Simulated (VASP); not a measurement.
Here is the system:

```xyz
6
Lattice="4.1938 0.0000 0.0000 0.0000 4.1938 0.0000 0.0000 0.0000 2.6842" Properties=species:S:1:pos:R:3 pbc="T T T"
Si     0.0000     0.0000     0.0000
Si     2.0969     2.0969     1.3421
O      1.2833     1.2833     0.0000
O      3.3802     0.8136     1.3421
O      0.8136     3.3802     1.3421
O      2.9105     2.9105     0.0000
```

The numbers are results of PBEsol GGA, VASP's PBE PAW potentials (set 64) (plane waves; VASP), not measurements. Numerical set-up: PREC = Normal, EDIFF = 1E-5, 450 eV cut-off, 7×7×11 Γ-centred mesh, Gaussian smearing of 0.050 eV, potentials Si O.

At this cut-off the stress carries a Pulay error, which pulls relaxed volumes low.

Task: Give the stress tensor in GPa (positive for a compressed cell).

Result: 
```
-1.47   0.00   0.00
 0.00  -1.47   0.00
 0.00   0.00  -1.39
```
The pressure is its mean diagonal, -1.44 GPa.

The compound is SiO2 in the rutile structure, stishovite, a high-pressure form. It was relaxed first.
